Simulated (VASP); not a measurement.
An input for Quantum ESPRESSO's pw.x (written as the equivalent of a VASP run, and not itself run):

```
&CONTROL
  calculation = 'vc-relax'
  pseudo_dir = './pseudo'
  outdir = './out'
  tprnfor = .true.
  tstress = .true.
  nstep = 40
  forc_conv_thr = 0.00078
/
&SYSTEM
  ibrav = 0
  nat = 2
  ntyp = 2
  ecutwfc = 84
  occupations = 'smearing'
  smearing = 'gaussian'
  degauss = 0.003675
  input_dft = 'pbesol'
/
&ELECTRONS
  conv_thr = 7.3e-08
  electron_maxstep = 100
/
&IONS
/
&CELL
  press = 200
/
ATOMIC_SPECIES
  B 10.810 B.upf
  N 14.007 N.upf
CELL_PARAMETERS angstrom
     0.0000000    1.7152222    1.7152222
     1.7152222    0.0000000    1.7152222
     1.7152222    1.7152222   -0.0000000
ATOMIC_POSITIONS crystal
  B    0.0000000  0.0000000  0.0000000
  N    0.5000000  0.5000000  0.5000000
K_POINTS automatic
  13 13 13 0 0 0
```

Q: Translate this input to VASP (INCAR, KPOINTS, POSCAR, choice of POTCAR).

A: This is not unique; one that fits is 
POSCAR:
```
BN
1.0
  0.0000000000   1.7152221790   1.7152221790
  1.7152221790   0.0000000000   1.7152221790
  1.7152221790   1.7152221790   0.0000000000
B N
1 1
direct
  0.0000000000   0.0000000000   0.0000000000
  0.5000000000   0.5000000000   0.5000000000
```

### INCAR
```
PSTRESS=200   ! kbar
ISIF=3   ! ions, shape and volume
LWAVE=F
GGA=PS
PREC=Accurate
ISMEAR=0   ! Gaussian
SIGMA=0.05
SYSTEM=BN
LASPH=T
IBRION=2
EDIFFG=-0.02   ! ionic stop
ENCUT=620   ! plane-wave cut-off (eV)
NELM=100   ! most electronic steps
EDIFF=1E-6   ! SCF stop (eV)
NSW=40
LCHARG=F
ALGO=Normal
LREAL=F   ! projection in real space or not
```

KPOINTS:
```
Automatic mesh
0
gamma
  13 13 13
0 0 0
```

POTCAR, in this order: B N (PBE.64 set). Program: vasp_std.

What does not carry over: the potentials are each code's own (VASP's PAW set, PseudoDojo norm-conserving files in pw.x), so ENCUT and ecutwfc are chosen apart and not converted; conv_thr bounds pw.x's estimated SCF error, while EDIFF bounds the energy change between steps; forc_conv_thr acts on force components and is met together with etot_conv_thr.

The structure was generated: BN was put into the rock salt type (Fm-3m), which need not be its known phase. It was relaxed first under an external pressure of 20 GPa.
